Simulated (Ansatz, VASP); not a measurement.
**LiPH96C48O36F6: VASP beside Ansatz**

Aim: how closely do two programs agree when they are given the same cell, functional and k mesh? The cell is taken from a series of runs on this material, whose earlier steps may have relaxed, scaled, displaced or heated it; both programs get it as it stands.

Method: plane waves, with VASP 6.6.1 beside it; single point at PBE with D3(BJ), in Ansatz 0.2.0.

## (1) The starting structure

The cell holds 188 atoms: 48 C, 36 O, 96 H, 1 P, 6 F and 1 Li. Its edges and angles: a = 12.947 Å, b = 12.947 Å, c = 12.947 Å, α = 90.0°, β = 90.0°, γ = 90.0°.

## (2) Ansatz: single point, PBE with D3(BJ)

Ansatz runs on its default PAW (the set named soft_2) files.

With cell and atoms fixed, the geometry can't cause a difference; cores, projectors, grids and the points listed under the comparison can.

File input.yaml:

```yaml
crystal:
  lattice:
    - [12.94736, 0.0, 0.0]
    - [0.0, 12.94736, 0.0]
    - [0.0, 0.0, 12.94736]
  atoms:
    - { symbol: C, position: [0.65771, 0.60769, 0.26771] }
    - { symbol: C, position: [0.65719, 0.61048, 0.15208] }
    - { symbol: O, position: [0.61818, 0.51498, 0.10718] }
    - { symbol: C, position: [0.51327, 0.50527, 0.11022] }
    - { symbol: O, position: [0.45332, 0.56831, 0.14496] }
    - { symbol: O, position: [0.48935, 0.41464, 0.06768] }
    - { symbol: C, position: [0.38207, 0.41087, 0.04419] }
    - { symbol: H, position: [0.70258, 0.67497, 0.29175] }
    - { symbol: H, position: [0.69536, 0.53823, 0.28216] }
    - { symbol: H, position: [0.58197, 0.60447, 0.30192] }
    - { symbol: H, position: [0.73876, 0.60814, 0.12977] }
    - { symbol: H, position: [0.61517, 0.67372, 0.11413] }
    - { symbol: H, position: [0.38115, 0.35335, 0.97922] }
    - { symbol: H, position: [0.3453, 0.38844, 0.11669] }
    - { symbol: H, position: [0.3685, 0.48421, 0.00901] }
    - { symbol: C, position: [0.21696, 0.50574, 0.78686] }
    - { symbol: C, position: [0.3153, 0.53594, 0.72958] }
    - { symbol: O, position: [0.3851, 0.56838, 0.80364] }
    - { symbol: C, position: [0.4816, 0.59641, 0.7672] }
    - { symbol: O, position: [0.5015, 0.60403, 0.67313] }
    - { symbol: O, position: [0.54123, 0.61892, 0.84686] }
    - { symbol: C, position: [0.63753, 0.66067, 0.80636] }
    - { symbol: H, position: [0.20056, 0.56318, 0.84199] }
    - { symbol: H, position: [0.23782, 0.43623, 0.82484] }
    - { symbol: H, position: [0.15049, 0.4962, 0.73608] }
    - { symbol: H, position: [0.31247, 0.59304, 0.66932] }
    - { symbol: H, position: [0.33873, 0.46133, 0.70026] }
    - { symbol: H, position: [0.62803, 0.74022, 0.78176] }
    - { symbol: H, position: [0.70226, 0.66819, 0.86061] }
    - { symbol: H, position: [0.6643, 0.61298, 0.7418] }
[... 152 atom lines left out ...]
    - { symbol: F, position: [0.27824, 0.64105, 0.37338] }
    - { symbol: F, position: [0.26763, 0.51608, 0.24362] }
    - { symbol: F, position: [0.39582, 0.52938, 0.3543] }
    - { symbol: F, position: [0.28146, 0.3974, 0.36362] }
    - { symbol: F, position: [0.29894, 0.51676, 0.48912] }
    - { symbol: Li, position: [0.37997, 0.6525, 0.25313] }
kpoints:
  mp_grid: { grid: [1, 1, 1] }
hamiltonian:
  xc: pbe
  dispersion: d3bj
scf:
  occupations: { method: fixed }
output:
  forces: true
  stress: true
  populations: true
  dos:
    method: { smearing: { sigma: 0.08 } }
    de: 0.1
    projected: { site_lists: { C: [C], F: [F], H: [H], Li: [Li], O: [O] } }
  eigenvalues: true
  write_density: true
  write_potential: true
  volumetric_format: npy
```

Run with:

```bash
> ansatz run input.yaml --threads 8 --pin off --max-ram 15872MiB --backend cpu --events-out ev --progress --plain --runs-dir out
```

Numbers of over 12 decimals in the logs are rounded to 6 here.

Log:

```text
Engine: ansatz 0.2.0, x86_64-unknown-linux-gnu
Pseudopotentials: kind: paw
Pseudopotential: C, paw, valence charge 4, recommended cutoff 420 eV (normal), C.paw.azcp
Pseudopotential: O, paw, valence charge 6, recommended cutoff 420 eV (normal), O.paw.azcp
Pseudopotential: H, paw, valence charge 1, recommended cutoff 420 eV (normal), H.paw.azcp
Pseudopotential: P, paw, valence charge 5, recommended cutoff 420 eV (normal), P.paw.azcp
Pseudopotential: F, paw, valence charge 7, recommended cutoff 420 eV (normal), F.paw.azcp
Pseudopotential: Li, paw, valence charge 3, recommended cutoff 420 eV (normal), Li.paw.azcp
Functional definition: PBE
  parameter kappa = 0.804
  parameter beta = 0.066725
  exchange = pbe_x(kappa = kappa, mu = beta*pi^2/3)
  correlation = pbe_c(beta = beta)
Crystal: 188 atoms, lattice volume = 2170.419 Å³
Basis set: ecut = 420 eV, 42499 PW (Γ), exchange–correlation on 180×180×180 points (8 copies of the dense FFT grid, shifted against one another)
Bands: 465, of which v1, the nominal top of the filled ones, is band 277 counted from 1 (276 counted from 0)
Symmetry: 1 space group operations
Space group: P1 (ITA 1), of the structure as read, at distance tolerance 1.3e-4 Å
k-points: 1
Non-local potential: C, projectors of the file, l = 0: 2, l = 1: 2, l = 2: 1
Non-local potential: O, projectors of the file, l = 0: 2, l = 1: 2, l = 2: 1
Non-local potential: H, projectors of the file, l = 0: 2, l = 1: 1
Non-local potential: P, projectors of the file, l = 0: 2, l = 1: 2, l = 2: 2
Non-local potential: F, projectors of the file, l = 0: 2, l = 1: 2, l = 2: 1
Non-local potential: Li, projectors of the file, l = 0: 3, l = 1: 2, l = 2: 1
PAW form: soft (Blöchl's): semilocal exchange-correlation on the pseudo side does not see the compensation charge
PAW one-centre angular grid: C, 110 points (default); XC on 64 Gauss nodes
PAW one-centre angular grid: O, 110 points (default); XC on 64 Gauss nodes
PAW one-centre angular grid: H, 110 points (default); XC on 64 Gauss nodes
PAW one-centre angular grid: P, 110 points (default); XC on 64 Gauss nodes
PAW one-centre angular grid: F, 110 points (default); XC on 64 Gauss nodes
PAW one-centre angular grid: Li, 110 points (default); XC on 64 Gauss nodes
Initial density: superposition of atomic densities (neutral atoms: chi_scale 0, normalization atom), corrected by the library's trained network
Initial wavefunctions: pseudopotential atomic-orbital guess
Functional: x = pbe(κ = 0.804, μ = 0.219515), c = pbe(β = 0.066725)
SCF iter   1: F=—  HF=-39808.937666 eV  |F-HF|=—  |Δ(HF+E_count)|=         —  Δρ=4.42e-3  dr2=4.89e-1  ethr=1.77e-3  ⟨swp⟩=4.0  Hψ=1802  notcnv=0  defer=185
preconditioner: auto → Resta (q_TF=auto, 2.173 Å⁻¹)  ε∞=2.3  [insulator: Δε(μ)=5.023 eV  Ē_g=16.123 eV  n_scr=388 (ndim 8)  ℏωp=18.3 eV  f_vac=0.308  ε∞_Penn≈2.3]
SCF iter   2: F=—  HF=-39808.860012 eV  |F-HF|=—  |Δ(HF+E_count)|=   7.77e-2  Δρ=2.20e-3  dr2=1.18e-1  ethr=8.83e-5  ⟨swp⟩=3.0  Hψ=674  notcnv=0  defer=186
SCF iter   3: F=—  HF=-39808.864948 eV  |F-HF|=—  |Δ(HF+E_count)|=   4.94e-3  Δρ=1.54e-3  dr2=5.25e-2  ethr=2.13e-5  ⟨swp⟩=4.0  Hψ=557  notcnv=0  defer=186
SCF iter   4: F=—  HF=-39808.856229 eV  |F-HF|=—  |Δ(HF+E_count)|=   8.72e-3  Δρ=4.45e-4  dr2=5.47e-3  ethr=9.48e-6  ⟨swp⟩=3.0  Hψ=595  notcnv=0  defer=186
SCF iter   5: F=—  HF=-39808.855588 eV  |F-HF|=—  |Δ(HF+E_count)|=   6.40e-4  Δρ=1.88e-4  dr2=8.66e-4  ethr=9.88e-7  ⟨swp⟩=3.0  Hψ=532  notcnv=0  defer=186
SCF iter   6: F=—  HF=-39808.855419 eV  |F-HF|=—  |Δ(HF+E_count)|=   1.70e-4  Δρ=8.53e-5  dr2=1.50e-4  ethr=1.56e-7  ⟨swp⟩=2.0  Hψ=559  notcnv=0  defer=186
SCF iter   7: F=—  HF=-39808.855398 eV  |F-HF|=—  |Δ(HF+E_count)|=   2.07e-5  Δρ=3.00e-5  dr2=1.74e-5  ethr=2.71e-8  ⟨swp⟩=3.0  Hψ=582  notcnv=0  defer=186
SCF iter   8: F=—  HF=-39808.855608 eV  |F-HF|=—  |Δ(HF+E_count)|=   2.10e-4  Δρ=1.52e-5  dr2=4.41e-6  ethr=3.15e-9  ⟨swp⟩=3.0  Hψ=743  notcnv=0  defer=186
SCF iter   9: F=—  HF=-39808.855607 eV  |F-HF|=—  |Δ(HF+E_count)|=   9.00e-7  Δρ=4.65e-6  dr2=4.58e-7  ethr=7.96e-10  ⟨swp⟩=2.0  Hψ=798  notcnv=0  defer=186
SCF iter  10: F=-39808.855607 eV  HF=-39808.855607 eV  |F-HF|=5.31e-8  |Δ(HF+E_count)|=   6.03e-8  Δρ=2.20e-6  dr2=9.50e-8  ethr=1.81e-11  ⟨swp⟩=29.0  Hψ=5405  notcnv=0
SCF 1 converged in 10 iterations: F = -39808.855607 eV  dr2 = 9.50e-8
  greatest PAW one-centre occupation: 1.000 electrons in one spin orbital (limit 2), on the Li atom at site 187 (counted from 0), in its partial waves of l = 0
[...]
--- Löwdin populations: 188 sites ---
  site symbol       q [e]
     0      C      4.4788
     1      C      4.0441
     2      O      6.2792
     3      C      3.2862
     4      O      6.4523
     5      O      6.2547
     6      C      4.2127
     7      H      0.7953
     8      H      0.7817
     9      H      0.7956
    10      H      0.7960
    11      H      0.8149
    12      H      0.7946
    13      H      0.7769
    14      H      0.7933
    15      C      4.4755
    16      C      4.0492
    17      O      6.2823
    18      C      3.3136
    19      O      6.4463
    20      O      6.2457
    21      C      4.2273
    22      H      0.7928
    23      H      0.7955
[...]
180      P      2.5539
   181      F      7.4350
   182      F      7.4636
   183      F      7.4632
   184      F      7.5292
   185      F      7.4619
   186      F      7.4698
   187     Li      2.2417
  spilling = 0.013225 (of n_electrons = 554.000000)
```

Reading the cycles: dr2 is the Hartree energy of the density residual (eV), the measure of convergence; HF is the Harris–Foulkes estimate of the energy, which meets the free energy F at convergence.

## (3) VASP: single point, PBE with D3(BJ)

The same cell, functional and mesh now go to VASP, with its own data sets and cutoff.

Lines of VASP's logs that name or quote its potential files are left out, and so is its time.

File INCAR:

```
SYSTEM = LiPH96C48O36F6
PREC = Accurate
ENCUT = 650
EDIFF = 1E-05
NELM = 100
ISMEAR = 0
SIGMA = 0.01
LREAL = Auto
ALGO = Fast
GGA = PE
IVDW = 12
NBANDS = 408
LORBIT = 11
LWAVE = .FALSE.
LCHARG = .FALSE.
ISIF = 2
```

File POSCAR:

```
LiPH96C48O36F6
1.0
   12.9473600000      0.0000000000      0.0000000000
    0.0000000000     12.9473600000      0.0000000000
    0.0000000000      0.0000000000     12.9473600000
C O H P F Li
48 36 96 1 6 1
Direct
    0.6577100000      0.6076900000      0.2677100000
    0.6571900000      0.6104800000      0.1520800000
    0.5132700000      0.5052700000      0.1102200000
    0.3820700000      0.4108700000      0.0441900000
    0.2169600000      0.5057400000      0.7868600000
    0.3153000000      0.5359400000      0.7295800000
    0.4816000000      0.5964100000      0.7672000000
    0.6375300000      0.6606700000      0.8063600000
    0.4441500000      0.9799300000      0.1483300000
    0.5492300000      0.9293600000      0.1748000000
    0.5144700000      0.8516100000      0.3276300000
    0.4848200000      0.7885400000      0.4964200000
    0.0642000000      0.8048800000      0.8964400000
    0.9868700000      0.7845300000      0.8104400000
    0.9531700000      0.6477500000      0.6931400000
    0.9443000000      0.5343300000      0.5514400000
    0.0743200000      0.8878500000      0.5468400000
    0.1847700000      0.8585800000      0.5763900000
    0.2672500000      0.9860800000      0.4939000000
    0.3244700000      0.1411500000      0.4250600000
    0.6085600000      0.2281700000      0.9446000000
    0.7236000000      0.2471300000      0.9736700000
    0.7989500000      0.1952500000      0.1260100000
    0.7074900000      0.2649300000      0.2684700000
    0.0490100000      0.7042200000      0.2231400000
    0.1077600000      0.8070400000      0.2350500000
    0.2428100000      0.7950600000      0.1079000000
    0.3566000000      0.7519700000      0.9825000000
    0.9095600000      0.0273700000      0.3292900000
    0.9105300000      0.1061200000      0.4189500000
[... 152 atom lines left out ...]
    0.2782400000      0.6410500000      0.3733800000
    0.2676300000      0.5160800000      0.2436200000
    0.3958200000      0.5293800000      0.3543000000
    0.2814600000      0.3974000000      0.3636200000
    0.2989400000      0.5167600000      0.4891200000
    0.3799700000      0.6525000000      0.2531300000
```

File KPOINTS:

```
Automatic mesh
0
Gamma
1 1 1
0 0 0
```

The projector-augmented-wave data sets are C, O, H, P, F and Li_sv (PBE family, release 64).

Run with:

```bash
> export OMP_NUM_THREADS=5
> mpirun -np 1 vasp_gam
```

Log:

```text
[banner, memory and clock lines left out]
running    1 mpi-ranks, on    1 nodes
[...]
Offloading initialized ...    1 GPUs detected
[...]
LDA part: xc-table for (Slater+PW92), standard interpolation
 POSCAR, INCAR and KPOINTS ok, starting setup
[...]
entering main loop
       N       E                     dE             d eps       ncg     rms          rms(c)
DAV:   1     0.503409756552E+04    0.50341E+04   -0.32962E+05   832   0.150E+03
DAV:   2    -0.570406933758E+03   -0.56045E+04   -0.53431E+04  1032   0.330E+02
DAV:   3    -0.114098055542E+04   -0.57057E+03   -0.56579E+03  1008   0.110E+02
DAV:   4    -0.115629177174E+04   -0.15311E+02   -0.15250E+02  1056   0.184E+01
[...]
RMM:  18    -0.106287405213E+04   -0.19490E-04   -0.24848E-04  1310   0.187E-02    0.496E-03
RMM:  19    -0.106287406106E+04   -0.89327E-05   -0.12234E-04  1234   0.150E-02    0.281E-03
RMM:  20    -0.106287406526E+04   -0.41983E-05   -0.55057E-05  1079   0.124E-02
   1 F= -.10711250E+04 E0= -.10711250E+04  d E =-.127553E-31
```

From OUTCAR (step 3):

```text
  FREE ENERGIE OF THE ION-ELECTRON SYSTEM (eV)
  ---------------------------------------------------
  free  energy   TOTEN  =     -1071.1250475186 eV

  energy  without entropy=    -1071.1250475186  energy(sigma->0) =    -1071.12504752
```

The run ends at a pressure of 0.65 GPa, with forces up to 4.1 eV/Å.

## (4) Comparison

Known differences besides the potentials themselves: fixed occupations in Ansatz, narrow Gaussian smearing in VASP; the cutoff is 420 eV in Ansatz and 650 eV in VASP (PREC = Accurate, projectors in real space); VASP leaves aspherical gradient terms in its spheres out (LASPH is not set), Ansatz keeps them. Total energies have different zeros and are not compared.

Both answers:

```csv
quantity,Ansatz,VASP,difference
pressure (GPa),0.49,0.65,-0.16
gap on the k mesh (eV),4.988,4.964,+0.024
```

Forces on 10 of the 188 atoms, those with the largest forces and the largest differences (eV/Å; atoms numbered as in POSCAR):

```csv
atom,"Ansatz x, y, z","VASP x, y, z"
C24,"2.380, 1.523, 1.878","2.334, 1.553, 1.926"
C37,"-3.422, -0.305, -0.602","-3.425, -0.311, -0.591"
C38,"-1.485, -1.559, -2.553","-1.533, -1.531, -2.663"
C46,"0.171, -3.346, 1.912","0.185, -3.455, 2.009"
O55,"-1.404, -2.082, 2.569","-1.325, -1.999, 2.628"
O58,"-0.013, -3.224, -2.117","0.067, -3.263, -2.142"
O59,"0.613, -0.047, 0.861","0.144, 0.048, 0.786"
O62,"-0.236, -1.092, -2.054","-0.358, -1.278, -2.506"
O65,"0.273, -0.075, -0.414","0.532, -0.443, -0.622"
P181,"3.736, -1.505, 0.600","3.720, -1.513, 0.605"
```

The forces differ by 82 meV/Å r.m.s., which is 8.0 % of the r.m.s. force of 1.03 eV/Å (both taken over all components). A gap on the mesh is an upper bound, since the band edges may lie between its points.

## (5) Outcome

```yaml
r_m_s_force_difference_single_point_pbe_with_d3_bj: 8.0 % of the r.m.s. force
```

**Reading.** The r.m.s. force difference is 8.0 % of the r.m.s. force (single point, PBE with D3(BJ)), beyond the 3 % picked in this series as the mark of a large difference. What causes the difference of the single point, PBE with D3(BJ) pair stays open here. Such differences can come from data sets, numerical settings and the points named under the comparisons, not from the functional's error against experiment.

[Lines on the potential files, build, host, timing and source positions are cut from VASP's logs without a mark.]

[Logs are printed without paths, hosts, clocks, repeated set-up lines and the standing remarks that a program may print on its own settings, such as how far it seeks lower states.]

[Hosts, paths, dates, database ids (printed as entryN), source tags and the programs' standing remarks are cut or masked in the printed files.]
